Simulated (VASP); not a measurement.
Here is the system:

```
CELL_PARAMETERS angstrom
      3.70018     0.00000     0.00000
     -1.85009     3.20445     0.00000
      0.00000     0.00000     5.55993
ATOMIC_POSITIONS crystal
  Pd 0.00000 0.00000 0.00000
  Pd 0.00000 0.00000 0.50000
  Al 0.33333 0.66667 0.25000
  Al 0.66667 0.33333 0.75000
```

Computed with r2SCAN meta-GGA, VASP's PBE PAW potentials (set 64) (plane waves; VASP). Run with 400 eV cut-off, 11×11×6 Γ-centred mesh, tetrahedra with Blöchl corrections, potentials Pd Al.

### Question
Give the energies of bands 3 to 16 at the high-symmetry points, in eV from the Fermi level.

### Answer

```tsv
band	Γ	M	K	A	L	H
3	-5.27	-5.68	-5.89	-4.39	-5.23	-4.95
4	-4.99	-5.15	-5.13	-4.39	-5.23	-4.95
5	-4.99	-5.07	-5.13	-4.39	-4.20	-4.21
6	-4.60	-4.70	-3.96	-4.39	-4.20	-4.21
7	-4.21	-3.24	-3.96	-4.38	-4.07	-4.08
8	-4.21	-3.15	-2.79	-4.38	-4.07	-4.08
9	-3.90	-2.91	-2.79	-3.63	-3.08	-3.50
10	-3.90	-2.61	-2.77	-3.63	-3.08	-3.50
11	-2.60	-2.38	-2.32	-3.63	-2.36	-2.26
12	-2.60	-2.22	-1.98	-3.63	-2.36	-2.26
13	0.48	-0.97	-1.98	3.32	-2.01	-0.58
14	4.62	-0.80	0.02	3.32	-2.01	-0.58
15	4.62	1.08	1.54	6.80	3.35	-0.23
16	6.92	3.09	1.54	6.80	3.35	-0.23
```

It has no gap at this level: it comes out as a metal or semimetal.

The structure was generated: PdAl was put into the NiAs type type (P6_3/mmc), which need not be its known phase. It was relaxed first, which changed the volume by -23 %.
